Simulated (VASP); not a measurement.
Here is the system:

```
Bi
1.0
    4.24914    -2.32050     0.00000
    4.24914     2.32050     0.00000
    2.98189     0.00000     3.81422
Bi
2
Direct
  0.23400   0.23400   0.23400
  0.76600   0.76600   0.76600
```

Method: PBE GGA, VASP's PBE PAW potentials (set 64) (plane waves; VASP). Run with 400 eV cut-off, 9×9×9 Γ-centred mesh, first-order Methfessel-Paxton smearing of 0.10 eV, potentials Bi_d.

Question: Predict the energy per atom (σ→0), pressure, largest force.

Answer: 
The energy per atom (σ→0) is -3.887 eV/atom, the pressure comes out as -1.06 GPa and the largest force is 0.082 eV/Å.

Total energies compare only between runs with the same potentials, cut-off and functional.

The compound is Bi in the a7 structure. The cell was not relaxed at this level.
